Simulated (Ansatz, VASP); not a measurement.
## Si11P4O32 (phosphorus-doped silica glass): VASP beside Ansatz

Wanted: the spread between two codes on one cell, functional and k mesh. The structure shown is the start of the Ansatz relaxation below; VASP solves that cell, so the two are compared at the walk's first step.

Calculated with Ansatz 0.2.0; plane waves, with VASP 6.6.1 beside it; single point at PBE.

**1. The starting structure**

The cell holds 47 atoms: 4 P, 11 Si and 32 O. Its edges and angles: a = 8.652 Å, b = 8.652 Å, c = 8.652 Å, α = 90.0°, β = 90.0°, γ = 90.0°. As first built, before any earlier steps moved the atoms (in the runner's words): kind phosphorus-doped silica glass; units_of_the_quenched_model {'SiO2': 11, 'P2O5': 2}; melt_K 2200; rate_K_ps 100; atoms 47.

**2. Ansatz: relaxation, PBE**

Ansatz runs on its PAW soft_1 files.

The two programs are compared at the cell with which this relaxation starts, whose forces are those of its first step.

input.yaml reads:

```yaml
crystal:
  lattice:
    - [8.6517139761, 0.0, 0.0]
    - [0.0, 8.6517139761, 0.0]
    - [0.0, 0.0, 8.6517139761]
  atoms:
    - { symbol: P, position: [0.648415, 0.46775, 0.899145] }
    - { symbol: P, position: [0.763918, 0.739441, 0.731184] }
    - { symbol: P, position: [0.252275, 0.388395, 0.164001] }
    - { symbol: P, position: [0.169317, 0.964311, 0.376327] }
    - { symbol: Si, position: [0.303682, 0.452219, 0.737915] }
    - { symbol: Si, position: [0.697169, 0.62428, 0.225621] }
    - { symbol: Si, position: [0.745898, 0.198348, 0.54038] }
    - { symbol: Si, position: [0.252733, 0.095272, 0.710847] }
    - { symbol: Si, position: [0.49961, 0.930225, 0.906966] }
    - { symbol: Si, position: [0.01294, 0.91084, 0.925673] }
    - { symbol: Si, position: [0.763101, 0.152579, 0.030754] }
    - { symbol: Si, position: [0.928485, 0.352484, 0.303464] }
    - { symbol: Si, position: [0.486929, 0.430405, 0.433193] }
    - { symbol: Si, position: [0.806502, 0.89449, 0.397226] }
    - { symbol: Si, position: [0.265408, 0.743879, 0.123841] }
    - { symbol: O, position: [0.487, 0.454632, 0.833352] }
    - { symbol: O, position: [0.907096, 0.293462, 0.473334] }
    - { symbol: O, position: [0.107586, 0.814074, 0.044214] }
    - { symbol: O, position: [0.371224, 0.357331, 0.293983] }
    - { symbol: O, position: [0.402436, 0.823371, 0.018808] }
    - { symbol: O, position: [0.770818, 0.134209, 0.702968] }
    - { symbol: O, position: [0.619068, 0.814109, 0.799465] }
    - { symbol: O, position: [0.72405, 0.322743, 0.952936] }
    - { symbol: O, position: [0.1212, 0.005829, 0.812427] }
    - { symbol: O, position: [0.090144, 0.382901, 0.231421] }
    - { symbol: O, position: [0.813236, 0.233578, 0.198623] }
    - { symbol: O, position: [0.234558, 0.009316, 0.533949] }
    - { symbol: O, position: [0.995973, 0.9159, 0.402791] }
    - { symbol: O, position: [0.411204, 0.025085, 0.785138] }
    - { symbol: O, position: [0.570705, 0.56672, 0.340743] }
    - { symbol: O, position: [0.605697, 0.313505, 0.50299] }
    - { symbol: O, position: [0.373766, 0.494583, 0.563762] }
    - { symbol: O, position: [0.174522, 0.088189, 0.260054] }
    - { symbol: O, position: [0.739514, 0.799332, 0.246763] }
    - { symbol: O, position: [0.28347, 0.563574, 0.135088] }
    - { symbol: O, position: [0.846944, 0.523768, 0.275229] }
    - { symbol: O, position: [0.191454, 0.572196, 0.79289] }
    - { symbol: O, position: [0.259909, 0.276112, 0.702539] }
    - { symbol: O, position: [0.779206, 0.770221, 0.5615] }
    - { symbol: O, position: [0.904459, 0.030361, 0.008548] }
    - { symbol: O, position: [0.66056, 0.571805, 0.048336] }
    - { symbol: O, position: [0.734377, 0.041826, 0.437668] }
    - { symbol: O, position: [0.248703, 0.820002, 0.301756] }
    - { symbol: O, position: [0.74345, 0.566978, 0.779458] }
    - { symbol: O, position: [0.609086, 0.054039, 0.011608] }
    - { symbol: O, position: [0.893971, 0.801398, 0.824699] }
    - { symbol: O, position: [0.261378, 0.305845, 0.012667] }
  symmetry: { detect: false }
kpoints:
  mp_grid: { grid: [2, 2, 2] }
scf:
  occupations: { method: fermi_dirac, width: 0.05 }
hamiltonian:
  xc: pbe
  pseudopotentials: { kind: paw, azcp: { folder: soft_1 } }
output:
  forces: true
  stress: true
relax:
  f_tol: 0.04
  max_steps: 100
  escape_saddle: false
  cell: { stress_tol: 0.4, fix: [] }
```

Command:

```bash
ansatz run input.yaml --threads 4 --pin off --max-ram 16384MiB --backend cpu --events-out ev --progress --plain --runs-dir out
```

Numbers of over 12 decimals in the logs are rounded to 6 here.

What it wrote:

```text
Engine: ansatz 0.2.0, aarch64-unknown-linux-gnu
Pseudopotentials: kind: paw
Pseudopotential: P, paw, valence charge 5, recommended cutoff 420 eV (normal), soft_1/P.paw.azcp
Pseudopotential: Si, paw, valence charge 4, recommended cutoff 420 eV (normal), soft_1/Si.paw.azcp
Pseudopotential: O, paw, valence charge 6, recommended cutoff 420 eV (normal), soft_1/O.paw.azcp
Functional definition: PBE
  parameter kappa = 0.804
  parameter beta = 0.066725
  exchange = pbe_x(kappa = kappa, mu = beta*pi^2/3)
  correlation = pbe_c(beta = beta)
Crystal: 47 atoms, lattice volume = 647.599 Å³
Basis set: ecut = 420 eV, 12797 PW (Γ), exchange–correlation on 120×120×120 points (8 copies of the dense FFT grid, shifted against one another)
Bands: 175, of which v1, the nominal top of the filled ones, is band 128 counted from 1 (127 counted from 0)
Symmetry: 1 space group operations
k-points: 8
Non-local potential: P, projectors of the file, l = 0: 2, l = 1: 2, l = 2: 1
Non-local potential: Si, projectors of the file, l = 0: 2, l = 1: 2, l = 2: 1
Non-local potential: O, projectors of the file, l = 0: 2, l = 1: 2, l = 2: 1
PAW form: soft (Blöchl's): semilocal exchange-correlation on the pseudo side does not see the compensation charge
PAW one-centre angular grid: P, 110 points (default); XC on 64 Gauss nodes
PAW one-centre angular grid: Si, 110 points (default); XC on 64 Gauss nodes
PAW one-centre angular grid: O, 110 points (default); XC on 64 Gauss nodes
Initial density: superposition of atomic densities (chi_scale 0.1, normalization cell, long waves kept (reshape's long-wave potential 0.11 eV rms))
Initial wavefunctions: pseudopotential atomic-orbital guess
Functional: x = pbe(κ = 0.804, μ = 0.219515), c = pbe(β = 0.066725)
SCF iter   1: F=—  HF=-28236.069225 eV  |F-HF|=—  |Δ(HF+E_count)|=         —  Δρ=1.32e-1  dr2=1.04e2  ethr=3.10e-3  ⟨swp⟩=7.0  Hψ=7149  notcnv=0  defer=135
preconditioner: auto → Resta (q_TF=auto, 2.337 Å⁻¹)  ε∞=2.7  [insulator: Δε(μ)=6.053 eV  Ē_g=17.962 eV  σ=0.050 eV  W_gap=1.00  n_scr=146 (ndim 8)  ℏωp=23.3 eV  f_vac=0.121  D(μ)=0.00/eV (n_scr^D=0)  ε∞_Penn≈2.7]
SCF iter   2: F=—  HF=-28206.941030 eV  |F-HF|=—  |Δ(HF+E_count)|=    2.91e1  Δρ=4.45e-2  dr2=6.16e0  ethr=3.10e-3  ⟨swp⟩=4.8  Hψ=3464  notcnv=0  defer=332
SCF iter   3: F=—  HF=-28206.117289 eV  |F-HF|=—  |Δ(HF+E_count)|=   8.24e-1  Δρ=2.16e-2  dr2=1.96e0  ethr=2.41e-3  ⟨swp⟩=2.5  Hψ=1716  notcnv=0  defer=330
SCF iter   4: F=—  HF=-28206.077813 eV  |F-HF|=—  |Δ(HF+E_count)|=   3.95e-2  Δρ=1.04e-2  dr2=5.40e-1  ethr=7.67e-4  ⟨swp⟩=4.5  Hψ=2000  notcnv=0  defer=330
SCF iter   5: F=—  HF=-28205.961859 eV  |F-HF|=—  |Δ(HF+E_count)|=   1.16e-1  Δρ=1.83e-3  dr2=1.94e-2  ethr=2.11e-4  ⟨swp⟩=3.9  Hψ=2517  notcnv=0  defer=326
SCF iter   6: F=—  HF=-28205.975425 eV  |F-HF|=—  |Δ(HF+E_count)|=   1.36e-2  Δρ=1.20e-3  dr2=7.22e-3  ethr=7.57e-6  ⟨swp⟩=3.0  Hψ=2294  notcnv=0  defer=326
SCF iter   7: F=—  HF=-28205.974493 eV  |F-HF|=—  |Δ(HF+E_count)|=   9.32e-4  Δρ=3.37e-4  dr2=6.21e-4  ethr=2.82e-6  ⟨swp⟩=2.5  Hψ=1893  notcnv=0  defer=326
SCF iter   8: F=—  HF=-28205.974557 eV  |F-HF|=—  |Δ(HF+E_count)|=   6.40e-5  Δρ=1.12e-4  dr2=7.25e-5  ethr=2.43e-7  ⟨swp⟩=2.9  Hψ=2364  notcnv=0  defer=326
SCF iter   9: F=—  HF=-28205.973859 eV  |F-HF|=—  |Δ(HF+E_count)|=   6.99e-4  Δρ=6.16e-5  dr2=1.81e-5  ethr=2.83e-8  ⟨swp⟩=2.8  Hψ=2362  notcnv=0  defer=326
SCF iter  10: F=—  HF=-28205.973858 eV  |F-HF|=—  |Δ(HF+E_count)|=   2.57e-7  Δρ=1.55e-5  dr2=1.31e-6  ethr=7.08e-9  ⟨swp⟩=2.5  Hψ=2109  notcnv=0  defer=326
SCF iter  11: F=—  HF=-28205.973859 eV  |F-HF|=—  |Δ(HF+E_count)|=   7.37e-7  Δρ=6.19e-6  dr2=2.34e-7  ethr=5.13e-10  ⟨swp⟩=3.0  Hψ=2338  notcnv=0  defer=326
SCF iter  12: F=-28205.973859 eV  HF=-28205.973859 eV  |F-HF|=3.52e-8  |Δ(HF+E_count)|=   8.80e-8  Δρ=3.67e-6  dr2=7.18e-8  ethr=3.91e-11  ⟨swp⟩=6.0  Hψ=4881  notcnv=0
SCF 1 converged in 12 iterations: F = -28205.973859 eV  dr2 = 7.18e-8
  greatest PAW one-centre occupation: 0.874 electrons in one spin orbital (limit 2), on the O atom at site 32 (counted from 0), in its partial waves of l = 0
relax step   1: F+E_penalty+E_count = -28205.97385905 eV  Δ(F+E_penalty+E_count) = +0.000e0 eV  max|allowed force component| = 5.325e0 eV/Å  Δτ_max = 0.0000 Å  P = +5.036 GPa  Ω = 647.599 Å³  (12 SCF iters, dr2 threshold 1.00e-7 eV, accepted)
Crystal: 47 atoms, lattice volume = 655.789 Å³
Basis set: ecut = 420 eV, 12877 PW (Γ), exchange–correlation on 120×120×120 points (8 copies of the dense FFT grid, shifted against one another)
Initial density: handed on by an earlier stage of this run
Initial wavefunctions: those handed on with the density
iter 1 solved again at ethr=1.50e-4 eV; its pass at ethr=3.10e-3 eV (dr2=3.85e-1 eV) is discarded
SCF iter   1: F=—  HF=-28207.946108 eV  |F-HF|=—  |Δ(HF+E_count)|=         —  Δρ=8.83e-3  dr2=4.02e-1  ethr=1.50e-4  ⟨swp⟩=6.2  Hψ=8165  notcnv=0  defer=1
[...]
SCF 23 converged in 4 iterations: F = -28210.961704 eV  dr2 = 4.70e-9
[...]
Harris-Foulkes:  -28210.961704 eV  (|F-HF|=1.13e-10)
Internal energy: -28210.961704 eV  (E = F + TS)
E sigma→0 (E₀):  -28210.961704 eV
Fermi energy:    5.516397 eV
--- Per-component energies (eV) ---
  E_band       = -1387.601355
  E_kinetic    = 6278.068042
  E_local      = -18080.902400  (includes V_loc(G=0)·N_el)
  E_nonlocal   = 2028.548007
  E_hartree    = 6787.226660
  E_xc         = -3219.854399
  E_vxc        = -3714.867052  (∫ρ·V_xc dr)
  E_paw        = -13095.827236  (= ΣΔE_a)
  E_vpaw       = -1472.925629  (= ΣTr[D̂ρ^β])
  E_aug_tail   = 0.025965  (compensation charges beyond the density's cutoff)
  E_ewald      = -8908.246343
  E_smearing   = -0.000000  (= −TS)
  E_closure    = -0.000000  (closes the sum)
  Σ components = -28210.961704   (vs F -28210.961704, Δ=0.00e0)
--- Forces (eV/Å), atoms counted from 1 ---
  atom   1  P      0.00980885     0.01904871    -0.00633278
  atom   2  P      0.00674329    -0.01035054     0.00345800
  atom   3  P     -0.00720305     0.00751778     0.01453972
  atom   4  P     -0.00100773    -0.00976045     0.01424059
  atom   5  Si    -0.01713782     0.00241175     0.00093384
  atom   6  Si    -0.01004921    -0.00051417    -0.00238712
  atom   7  Si    -0.00698309    -0.00140522     0.00754469
  atom   8  Si     0.00083156    -0.00178012     0.00159308
  atom   9  Si     0.00474144    -0.00807163    -0.00109816
  atom  10  Si    -0.00407114    -0.00345994    -0.00241263
  atom  11  Si    -0.00237306     0.00155789     0.00003568
  atom  12  Si    -0.00266815     0.00570625    -0.00502244
  atom  13  Si     0.00524585    -0.00032668    -0.01183170
  atom  14  Si    -0.00279040    -0.00386855    -0.00530852
  atom  15  Si     0.00177793     0.00175212    -0.00030443
  atom  16  O      0.00597008    -0.00356470    -0.00261251
  atom  17  O      0.00113534     0.00130053     0.00081911
  atom  18  O     -0.00106802     0.00172259     0.00175065
  atom  19  O     -0.00146800     0.00062922     0.00381172
  atom  20  O      0.00018889     0.00347120    -0.00357161
  atom  21  O      0.00055280     0.00386610     0.00069096
  atom  22  O     -0.00125794    -0.00051791     0.00176762
  atom  23  O      0.00158306    -0.00345869    -0.00424730
  atom  24  O      0.00283102     0.00200611     0.00269808
[...]
atom  40  O      0.00392464    -0.00523140    -0.00031597
  atom  41  O     -0.00199764    -0.00034378     0.00601049
  atom  42  O      0.00046445    -0.00024315     0.00031312
  atom  43  O     -0.00275258     0.00207363     0.00536918
  atom  44  O      0.00028778     0.00650994    -0.00023726
  atom  45  O     -0.00317796    -0.00173935     0.00326350
  atom  46  O     -0.00083399     0.00239363    -0.00241786
  atom  47  O     -0.00117188    -0.00546711    -0.00941641
  max |Σ_I F_I| component: 2.24e-5 eV/Å
--- Stress (GPa, compression-positive) ---
        0.039649      -0.022552      -0.034808
       -0.022563       0.040472       0.000291
       -0.034807       0.000301       0.014399
  P = ⅓ Tr σ = 0.0315 GPa (0.315 kbar)
--- Relaxed structure (21 steps of the walk, 20 accepted, 2 SCFs on fresh bases) ---
  F+E_penalty+E_count = -28210.96170389 eV   max|allowed force component| = 1.905e-2 eV/Å   (the final SCF, on the basis selected at the relaxed cell)
  cell:  # Å, volume = 646.3790 Å³
    - [8.868228, -0.266658, -0.240505]
    - [-0.266658, 8.789094, 0.029035]
    - [-0.240505, 0.029035, 8.307046]
  atoms:
    - { symbol: P, position: [0.597567, 0.481311, 0.910167] }
    - { symbol: P, position: [0.741664, 0.735503, 0.751047] }
    - { symbol: P, position: [0.249753, 0.398386, 0.171857] }
    - { symbol: P, position: [0.160032, 0.957943, 0.371847] }
    - { symbol: Si, position: [0.283676, 0.452019, 0.711576] }
    - { symbol: Si, position: [0.722557, 0.614353, 0.237019] }
    - { symbol: Si, position: [0.761739, 0.205847, 0.557618] }
    - { symbol: Si, position: [0.255841, 0.082553, 0.703622] }
    - { symbol: Si, position: [0.515768, 0.939127, 0.923901] }
    - { symbol: Si, position: [0.016514, 0.913581, 0.912400] }
    - { symbol: Si, position: [0.788200, 0.169602, -0.043234] }
    - { symbol: Si, position: [0.933653, 0.361597, 0.272289] }
    - { symbol: Si, position: [0.495713, 0.407363, 0.434223] }
    - { symbol: Si, position: [0.826862, 0.878147, 0.431779] }
    - { symbol: Si, position: [0.270632, 0.759801, 0.128791] }
    - { symbol: O, position: [0.432723, 0.494185, 0.861101] }
    - { symbol: O, position: [0.883987, 0.302041, 0.449971] }
    - { symbol: O, position: [0.121486, 0.810250, 0.027971] }
    - { symbol: O, position: [0.391473, 0.340360, 0.275315] }
    - { symbol: O, position: [0.424355, 0.834327, 0.052417] }
    - { symbol: O, position: [0.803714, 0.192557, 0.751005] }
    - { symbol: O, position: [0.607874, 0.823528, 0.801685] }
    - { symbol: O, position: [0.645749, 0.323786, 0.934592] }
    - { symbol: O, position: [0.106863, -0.010186, 0.766696] }
    - { symbol: O, position: [0.118759, 0.389257, 0.292425] }
    - { symbol: O, position: [0.861744, 0.268340, 0.117700] }
    - { symbol: O, position: [0.264119, 0.017549, 0.518392] }
    - { symbol: O, position: [1.011356, 0.876349, 0.445104] }
    - { symbol: O, position: [0.405771, 0.024474, 0.799159] }
    - { symbol: O, position: [0.609473, 0.540774, 0.363497] }
    - { symbol: O, position: [0.594441, 0.273083, 0.517284] }
    - { symbol: O, position: [0.392501, 0.487201, 0.555734] }
    - { symbol: O, position: [0.122144, 0.072374, 0.248987] }
    - { symbol: O, position: [0.753693, 0.797814, 0.267005] }
    - { symbol: O, position: [0.289204, 0.578006, 0.152583] }
    - { symbol: O, position: [0.882370, 0.537887, 0.247116] }
    - { symbol: O, position: [0.154243, 0.557179, 0.734272] }
    - { symbol: O, position: [0.255940, 0.263336, 0.699322] }
    - { symbol: O, position: [0.766230, 0.753669, 0.571258] }
    - { symbol: O, position: [0.915007, 0.035580, -0.017737] }
    - { symbol: O, position: [0.639394, 0.593405, 0.053430] }
    - { symbol: O, position: [0.755407, 0.033804, 0.476705] }
    - { symbol: O, position: [0.254160, 0.822440, 0.314167] }
    - { symbol: O, position: [0.698611, 0.559799, 0.768907] }
    - { symbol: O, position: [0.641347, 0.053596, 0.00837897] }
    - { symbol: O, position: [0.889775, 0.771122, 0.847383] }
    - { symbol: O, position: [0.219066, 0.316893, 0.019518] }
[key lines of the parts left out:]
SCF converged after 4 iterations
Free energy (F): -28210.961704 eV
```

[end of part 1 of 2]

[Lines on the potential files, build, host, timing and source positions are cut from VASP's logs without a mark.]

[Logs are printed without paths, hosts, clocks, repeated set-up lines and the standing remarks that a program may print on its own settings, such as how far it seeks lower states.]

[Hosts, paths, dates, database ids (printed as entryN), source tags and the programs' standing remarks are cut or masked in the printed files.]
